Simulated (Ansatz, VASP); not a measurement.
**Cross-check of PbF2 (1T-PbF2 bilayer, AA) between VASP and Ansatz**

One calculation is typed for both programs; each brings its own data sets. How far apart do they land? The structure shown is the start of the Ansatz relaxation below; VASP solves that cell, so the two are compared at the walk's first step.

Method: plane waves, with VASP 6.6.1 beside it; single point at PBE with D3(BJ), in Ansatz 0.2.0.

## 1. The structure

The cell holds 6 atoms: 4 F and 2 Pb. Its edges and angles: a = 2.749 Å, b = 2.749 Å, c = 45.815 Å, α = 90.0°, β = 90.0°, γ = 120.0°. Vacuum lies along c.

## 2. Ansatz: relaxation, PBE with D3(BJ)

Ansatz runs on its default PAW (the set named soft_2) files.

The two programs are compared at the cell with which this relaxation starts, whose forces are those of its first step.

Contents of input.yaml:

```yaml
crystal:
  lattice:
    - [2.749142, 0.0, 0.0]
    - [-1.374571, 2.3808268106, 0.0]
    - [0.0, 0.0, 45.8146892531]
  atoms:
    - { symbol: F, position: [0.6666666667, 0.3333333333, 0.4190795641] }
    - { symbol: Pb, position: [0.0, 0.0, 0.4448065161] }
    - { symbol: F, position: [0.3333333333, 0.6666666667, 0.4705334682] }
    - { symbol: F, position: [0.6666666667, 0.3333333333, 0.5294665318] }
    - { symbol: Pb, position: [0.0, 0.0, 0.5551934839] }
    - { symbol: F, position: [0.3333333333, 0.6666666667, 0.5809204359] }
  periodic: [true, true, false]
kpoints:
  mp_grid: { grid: [12, 12, 1] }
hamiltonian:
  xc: pbe
  dispersion: d3bj
scf:
  occupations: { method: fermi_dirac, width: 0.05 }
  convergence: { dr2_threshold: 1.0e-09 }
relax:
  f_tol: 0.004
  max_steps: 90
  cell: {}
output:
  write_potential: true
  write_density: true
  volumetric_format: npy
```

Command:

```
$ ansatz run input.yaml --threads 4 --pin off --max-ram 6144MiB --backend cpu --events-out ev --progress --plain --runs-dir out
```

Numbers of over 12 decimals in the logs are rounded to 6 here.

Log:

```text
Warning: relax.cell: scf.convergence.dr2_threshold = 1e-9 eV is looser than the 1.97842591385e-10 eV advised for a relaxation that steers and ends on the stress (1e-10 eV for each atom of the cell: 6, times the square of relax.cell.stress_2d_tol = 0.05 N/m over 17.4 Å (the atoms' height at the walk's start and 5 Å past either face), 2.871e-2 GPa, over a crystal's default 0.05). What an SCF threshold leaves in a stress goes as its square root, and in the free energy as the threshold itself, and one threshold admits the most on a small cell: [figures from the program's tests cut] Set scf.convergence.dr2_threshold to 1.97842591385e-10 eV or tighter. [rest of the remark cut]
Engine: ansatz 0.2.0, x86_64-unknown-linux-gnu
Pseudopotentials: kind: paw
Pseudopotential: F, paw, valence charge 7, recommended cutoff 420 eV (normal), F.paw.azcp
Pseudopotential: Pb, paw, valence charge 14, recommended cutoff 420 eV (normal), Pb.paw.azcp
Functional definition: PBE
  parameter kappa = 0.804
  parameter beta = 0.066725
  exchange = pbe_x(kappa = kappa, mu = beta*pi^2/3)
  correlation = pbe_c(beta = beta)
Crystal: 6 atoms, lattice volume = 299.868 Å³
Basis set: ecut = 420 eV, 5883 PW (Γ), exchange–correlation on 40×40×640 points (8 copies of the dense FFT grid, shifted against one another)
Bands: 34, of which v1, the nominal top of the filled ones, is band 28 counted from 1 (27 counted from 0)
Symmetry: 12 space group operations
Space group: P-3m1 (ITA 164), of the structure as read, at distance tolerance 6.7e-5 Å
k-points: 19 of 144
Non-local potential: F, projectors of the file, l = 0: 2, l = 1: 2, l = 2: 1
Non-local potential: Pb, projectors of the file, l = 0: 2, l = 1: 2, l = 2: 2, l = 3: 2
PAW form: soft (Blöchl's): semilocal exchange-correlation on the pseudo side does not see the compensation charge
PAW one-centre angular grid: F, 110 points (default); XC on 64 Gauss nodes
PAW one-centre angular grid: Pb, 590 points (default); XC on 64 Gauss nodes
Initial density: superposition of atomic densities (neutral atoms: chi_scale 0, normalization atom), corrected by the library's trained network
Initial wavefunctions: pseudopotential atomic-orbital guess
Functional: x = pbe(κ = 0.804, μ = 0.219515), c = pbe(β = 0.066725)
SCF iter   1: F=—  HF=-27025.567422 eV  |F-HF|=—  |Δ(HF+E_count)|=         —  Δρ=1.33e-2  dr2=3.62e-1  ethr=1.77e-3  ⟨swp⟩=25.6  Hψ=7554  notcnv=0
preconditioner: auto → LDOS  [metal: Δε(μ)=0.040 eV  Ē_g=19.871 eV  σ=0.050 eV  W_gap=0.19  n_scr=30 (ndim 8)  ℏωp=16.0 eV  f_vac=0.777  D(μ)=0.64/eV (n_scr^D=8)  β→1.0]
SCF iter   2: F=—  HF=-27025.552085 eV  |F-HF|=—  |Δ(HF+E_count)|=   1.53e-2  Δρ=1.04e-2  dr2=2.41e-1  ethr=6.46e-4  ⟨swp⟩=6.6  Hψ=2253  notcnv=0  defer=25
SCF iter   3: F=—  HF=-27025.485156 eV  |F-HF|=—  |Δ(HF+E_count)|=   6.69e-2  Δρ=9.70e-4  dr2=6.16e-3  ethr=4.31e-4  ⟨swp⟩=6.4  Hψ=1997  notcnv=0  defer=25
SCF iter   4: F=—  HF=-27025.484271 eV  |F-HF|=—  |Δ(HF+E_count)|=   8.84e-4  Δρ=5.81e-4  dr2=8.33e-4  ethr=1.10e-5  ⟨swp⟩=4.0  Hψ=1964  notcnv=0  defer=25
SCF iter   5: F=—  HF=-27025.484136 eV  |F-HF|=—  |Δ(HF+E_count)|=   1.35e-4  Δρ=1.12e-4  dr2=2.66e-5  ethr=1.49e-6  ⟨swp⟩=3.5  Hψ=1576  notcnv=0  defer=25
SCF iter   6: F=—  HF=-27025.484148 eV  |F-HF|=—  |Δ(HF+E_count)|=   1.23e-5  Δρ=2.49e-5  dr2=9.59e-7  ethr=4.74e-8  ⟨swp⟩=4.4  Hψ=2004  notcnv=0  defer=25
SCF iter   7: F=—  HF=-27025.484223 eV  |F-HF|=—  |Δ(HF+E_count)|=   7.44e-5  Δρ=9.76e-6  dr2=1.52e-7  ethr=1.71e-9  ⟨swp⟩=3.6  Hψ=1768  notcnv=0  defer=25
SCF iter   8: F=—  HF=-27025.484223 eV  |F-HF|=—  |Δ(HF+E_count)|=   6.85e-8  Δρ=2.52e-6  dr2=1.09e-8  ethr=2.71e-10  ⟨swp⟩=3.7  Hψ=1556  notcnv=0  defer=25
SCF iter   9: F=—  HF=-27025.484223 eV  |F-HF|=—  |Δ(HF+E_count)|=   2.87e-8  Δρ=1.09e-6  dr2=1.88e-9  ethr=1.79e-12  ⟨swp⟩=17.8  Hψ=7776  notcnv=0
SCF iter  10: F=-27025.484223 eV  HF=-27025.484223 eV  |F-HF|=6.48e-10  |Δ(HF+E_count)|=   1.72e-9  Δρ=2.41e-7  dr2=1.08e-10  ethr=1.79e-12  ⟨swp⟩=14.4  Hψ=6351  notcnv=0
SCF 1 converged in 10 iterations: F = -27025.484223 eV  dr2 = 1.08e-10
  greatest PAW one-centre occupation: 0.994 electrons in one spin orbital (limit 2), on the Pb atom at site 4 (counted from 0), in its partial waves of l = 2
[...]
SCF iter   7: F=—  HF=-27049.184347 eV  |F-HF|=—  |Δ(HF+E_count)|=   1.91e-9  Δρ=9.79e-7  dr2=4.71e-9  ethr=1.79e-12  ⟨swp⟩=11.1  Hψ=5129  notcnv=0
SCF iter   8: F=-27049.184347 eV  HF=-27049.184347 eV  |F-HF|=9.82e-11  |Δ(HF+E_count)|=  6.84e-10  Δρ=1.98e-7  dr2=1.80e-10  ethr=1.79e-12  ⟨swp⟩=7.8  Hψ=4424  notcnv=0
SCF 27 converged in 8 iterations: F = -27049.184347 eV  dr2 = 1.80e-10
relax step  27: F+E_penalty+E_count = -27049.18434715 eV  Δ(F+E_penalty+E_count) = +9.214e-4 eV  max|allowed force component| = 8.857e-5 eV/Å  Δτ_max = 0.0067 Å  P = -0.000 N/m  Ω = 621.901 Å³  energy of the carried Pulay correction = -4.947e-3 eV  fix = [c, alpha, beta]  reactions: c -0.000 N/m  (8 SCF iters, accepted)
iter 1 solved again at ethr=1.39e-7 eV; its pass at ethr=3.10e-3 eV (dr2=7.76e-5 eV) is discarded
SCF iter   1: F=—  HF=-27049.189203 eV  |F-HF|=—  |Δ(HF+E_count)|=         —  Δρ=6.78e-5  dr2=4.07e-6  ethr=1.39e-7  ⟨swp⟩=5.7  Hψ=6484  notcnv=0
preconditioner: auto → Resta (q_TF=auto, 1.827 Å⁻¹)  ε∞=1.5  [insulator: Δε(μ)=3.057 eV  Ē_g=15.553 eV  σ=0.050 eV  W_gap=1.00  n_scr=26 (ndim 8)  ℏωp=11.1 eV  f_vac=0.806  D(μ)=0.00/eV (n_scr^D=0)  ε∞_Penn≈1.5  vacuum switching on, ρ_ref=1.8e-2 e/Å³]
SCF iter   2: F=—  HF=-27049.189474 eV  |F-HF|=—  |Δ(HF+E_count)|=   2.71e-4  Δρ=2.97e-5  dr2=1.64e-6  ethr=7.27e-9  ⟨swp⟩=2.8  Hψ=1301  notcnv=0
SCF iter   3: F=—  HF=-27049.189557 eV  |F-HF|=—  |Δ(HF+E_count)|=   8.33e-5  Δρ=1.67e-5  dr2=3.23e-7  ethr=2.93e-9  ⟨swp⟩=2.9  Hψ=1044  notcnv=0
SCF iter   4: F=—  HF=-27049.189601 eV  |F-HF|=—  |Δ(HF+E_count)|=   4.33e-5  Δρ=1.22e-6  dr2=2.65e-9  ethr=5.77e-10  ⟨swp⟩=3.1  Hψ=1404  notcnv=0
SCF iter   5: F=—  HF=-27049.189601 eV  |F-HF|=—  |Δ(HF+E_count)|=   6.77e-7  Δρ=6.99e-7  dr2=3.17e-9  ethr=1.79e-12  ⟨swp⟩=17.8  Hψ=5936  notcnv=0
SCF iter   6: F=-27049.189601 eV  HF=-27049.189601 eV  |F-HF|=1.24e-9  |Δ(HF+E_count)|=   1.17e-9  Δρ=9.49e-8  dr2=5.54e-11  ethr=1.79e-12  ⟨swp⟩=7.2  Hψ=4253  notcnv=0
SCF 28 converged in 6 iterations: F = -27049.189601 eV  dr2 = 5.54e-11
relax step  28: F+E_penalty+E_count = -27049.18960124 eV  Δ(F+E_penalty+E_count) = -5.254e-3 eV  max|allowed force component| = 3.141e-4 eV/Å  Δτ_max = 0.0000 Å  P = +0.038 N/m  Ω = 621.901 Å³  fix = [c, alpha, beta]  reactions: c +0.000 N/m  stress off target by 3.80e-2 N/m on what of the cell is left free  SCF on the basis re-selected at this cell (its energy is not comparable with the rows above)  (6 SCF iters)
basis re-selected at this cell: Δ(F+E_penalty+E_count) = -5.254e-3 eV, ΔP = +0.038 N/m vs the last step (what re-selecting the basis moved, of the pressure what is left beyond the Pulay correction that the steps carried, after the strain that the cell walked since its last selection, with what the two solves' SCF thresholds leave and, on support functions, any second-order correction that the steps lacked; it is no m [...]
WARN: The output density's exchange-correlation potential varies sharply where the density is thin. Do not read a vacuum level from v_tot or v_xc, or from such a field of the output density. On a cell that repeats whose density bears no net charge and no dipole along the vacuum's axis use v_es (v_loc + v_h of the components); under efield.dipole_correction with no amplitude use v_es + v_field, which holds any externa [...]
SCF converged after 6 iterations
Free energy (F): -27049.189601 eV
Harris-Foulkes:  -27049.189601 eV  (|F-HF|=1.24e-9)
Internal energy: -27049.189601 eV  (E = F + TS)
E sigma→0 (E₀):  -27049.189601 eV
Fermi energy:    -5.404409 eV
--- Per-component energies (eV) ---
  E_band       = -928.954855
  E_kinetic    = 1394.847607
  E_local      = -189419.956154  (includes V_loc(G=0)·N_el)
  E_nonlocal   = 994.013117
  E_hartree    = 93847.542989
  E_xc         = -762.218200
  E_vxc        = -674.829961  (∫ρ·V_xc dr)
  E_paw        = -21604.022496  (= ΣΔE_a)
  E_vpaw       = -918.122435  (= ΣTr[D̂ρ^β])
  E_aug_tail   = 0.008221  (compensation charges beyond the density's cutoff)
  E_ewald      = 88501.218163
  E_disp       = -0.622849  (pairwise vdW)
  E_smearing   = -0.000000  (= −TS)
  E_closure    = 0.000000  (closes the sum)
  Σ components = -27049.189601   (vs F -27049.189601, Δ=0.00e0)
--- Forces (eV/Å), atoms counted from 1 ---
  atom   1  F      0.00000000    -0.00000000    -0.00031412
  atom   2  Pb     0.00000000     0.00000000    -0.00002647
  atom   3  F     -0.00000000     0.00000000     0.00020220
  atom   4  F      0.00000000    -0.00000000    -0.00020220
  atom   5  Pb     0.00000000    -0.00000000     0.00002647
  atom   6  F      0.00000000     0.00000000     0.00031412
  max |Σ_I F_I| component: 2.78e-17 eV/Å
--- 2D stress c σ (N/m, compression-positive) ---
        0.037958      -0.000000      -0.000000
       -0.000000       0.037958      -0.000000
       -0.000000      -0.000000       0.000000
  P = ½ c Tr σ = 0.0380 N/m
--- Band table (eV; the first three rows and the last of 19) ---
  k-point 0: bands = [... 24 lower, -9.1617, -8.7601, -8.5649, -8.0717, -3.9202, -2.9006, -0.2427 (-0.2435°), -0.1212 (-0.1252°), ... 2 higher]
  k-point 1: bands = [... 24 lower, -8.9912, -8.7323, -8.4552, -8.0415, -3.8242, -2.8041, -0.2511 (-0.2513°), -0.0592 (-0.0617°), ... 2 higher]
  k-point 2: bands = [... 24 lower, -8.8791, -8.6889, -8.1553, -7.9299, -3.5675, -2.5437, -0.7096 (-0.7096°), -0.2997 (-0.2997°), ... 2 higher]
  k-point 18: bands = [... 24 lower, -8.6632, -8.6632, -7.0459, -6.9770, -2.0909, -0.9922, -0.9922, -0.8824, ... 2 higher]
  ° read free of the cell's end (the report's vacuum.weakly_bound_levels)
--- Relaxed structure (24 steps of the walk, 24 accepted, 4 SCFs on fresh bases) ---
  F+E_penalty+E_count = -27049.18960124 eV   max|allowed force component| = 3.141e-4 eV/Å   (the final SCF, on the basis selected at the relaxed cell)
  cell:  # Å, volume = 621.9005 Å³
    - [3.959066, 0.0, 0]
    - [-1.979533, 3.428652, 0]
    - [0, 0, 45.8146892531]
  atoms:
    - { symbol: F, position: [0.666667, 0.333333, 0.431616] }
    - { symbol: Pb, position: [0, 0, 0.453734] }
    - { symbol: F, position: [0.333333, 0.666667, 0.475819] }
    - { symbol: F, position: [0.666667, 0.333333, 0.524181] }
    - { symbol: Pb, position: [0, 0, 0.546266] }
    - { symbol: F, position: [0.333333, 0.666667, 0.568384] }
```

## 3. VASP: single point, PBE with D3(BJ), start cell

The same cell, functional, mesh and smearing now go to VASP, with its own data sets.

Lines of VASP's logs that name or quote its potential files are left out, and so is its time.

Contents of INCAR:

```
SYSTEM = PbF2
PREC = Accurate
ENCUT = 520
EDIFF = 1E-06
NELM = 120
ISMEAR = -1
SIGMA = 0.05
LREAL = .FALSE.
ALGO = Normal
GGA = PE
IVDW = 12
NBANDS = 34
LORBIT = 11
LWAVE = .FALSE.
LCHARG = .FALSE.
ISIF = 2
LDIPOL = .TRUE.
IDIPOL = 3
DIPOL = 0.5 0.5 0.5
LVHAR = .TRUE.
LASPH = .TRUE.
GGA_COMPAT = .FALSE.
EFERMI = MIDGAP
NELMDL = -8
KPAR = 2
```

Contents of POSCAR:

```
PbF2
1.0
    2.7491420000      0.0000000000      0.0000000000
   -1.3745710000      2.3808270000      0.0000000000
    0.0000000000      0.0000000000     45.8146890000
F Pb
4 2
Direct
    0.6666666667      0.3333333333      0.4190795664
    0.3333333333      0.6666666667      0.4705334789
    0.6666666667      0.3333333333      0.5294665429
    0.3333333333      0.6666666667      0.5809204336
    0.0000000000      0.0000000000      0.4448065117
    0.0000000000      0.0000000000      0.5551934883
```

Contents of KPOINTS:

```
Automatic mesh
0
Gamma
12 12 1
0 0 0
```

Potentials, in the order of the species: F and Pb_d (PBE family, release 64).

Command:

```
$ mpirun -np 2 vasp_std
```

Log:

```text
[banner, memory and clock lines left out]
running    2 mpi-ranks, on    1 nodes
 distrk:  each k-point on    1 cores,    2 groups
 distr:  one band on    1 cores,    1 groups

 POSCAR found type information on POSCAR F Pb
 POSCAR found :  2 types and       6 ions
 LDA part: xc-table for (Slater+PW92), standard interpolation
 POSCAR, INCAR and KPOINTS ok, starting setup
 FFT: planning ... GRIDC
 FFT: planning ... GRID_SOFT
 FFT: planning ... GRID
 WAVECAR not read
 entering main loop
       N       E                     dE             d eps       ncg     rms          rms(c)
DAV:   1     0.764992210451E+03    0.76499E+03   -0.27190E+04  1468   0.146E+03
DAV:   2     0.939558182696E+02   -0.67104E+03   -0.65831E+03  1634   0.429E+02
DAV:   3    -0.340547636567E+01   -0.97361E+02   -0.96244E+02  1614   0.204E+02
DAV:   4    -0.721240183021E+01   -0.38069E+01   -0.37878E+01  1716   0.485E+01
DAV:   5    -0.732471996819E+01   -0.11232E+00   -0.11221E+00  1736   0.762E+00
DAV:   6    -0.732837149292E+01   -0.36515E-02   -0.36513E-02  1854   0.125E+00
DAV:   7    -0.732845752183E+01   -0.86029E-04   -0.86028E-04  1790   0.164E-01
DAV:   8    -0.732846004542E+01   -0.25236E-05   -0.25235E-05  1576   0.245E-02    0.128E+01
DAV:   9    -0.332655823717E+01    0.40019E+01   -0.13131E+01  1994   0.463E+01    0.280E+00
DAV:  10    -0.336145272756E+01   -0.34894E-01   -0.17274E+00  1432   0.883E+00    0.194E+00
DAV:  11    -0.334269086215E+01    0.18762E-01   -0.22929E-01  2056   0.910E+00    0.710E-01
DAV:  12    -0.333039875912E+01    0.12292E-01   -0.63587E-02  2074   0.354E+00    0.155E-01
DAV:  13    -0.333033039509E+01    0.68364E-04   -0.71498E-03  2016   0.957E-01    0.659E-02
DAV:  14    -0.333012835796E+01    0.20204E-03   -0.55774E-04  1748   0.176E-01    0.222E-02
[...]
DAV:  18    -0.333017200473E+01   -0.18646E-03   -0.24859E-05  1518   0.384E-02    0.329E-03
DAV:  19    -0.333026793036E+01   -0.95926E-04   -0.11902E-05  1420   0.133E-02    0.316E-03
DAV:  20    -0.333031550895E+01   -0.47579E-04   -0.12282E-06  1118   0.646E-03    0.153E-03
DAV:  21    -0.333035071353E+01   -0.35205E-04   -0.13008E-06  1080   0.826E-03    0.976E-04
DAV:  22    -0.333037597348E+01   -0.25260E-04   -0.13319E-06  1028   0.772E-03    0.916E-04
DAV:  23    -0.333037988705E+01   -0.39136E-05   -0.20706E-07  1136   0.299E-03    0.404E-04
DAV:  24    -0.333038564025E+01   -0.57532E-05   -0.34519E-07  1024   0.335E-03    0.529E-04
DAV:  25    -0.333038663485E+01   -0.99460E-06   -0.42054E-08  1120   0.361E-03
   1 F= -.45055540E+01 E0= -.45027283E+01  d E =-.565136E-02
```

[end of part 1 of 2]

[Lines on the potential files, build, host, timing and source positions are cut from VASP's logs without a mark.]

[Logs are printed without paths, hosts, clocks, repeated set-up lines and the standing remarks that a program may print on its own settings, such as how far it seeks lower states.]

[Hosts, paths, dates, database ids (printed as entryN), source tags and the programs' standing remarks are cut or masked in the printed files.]
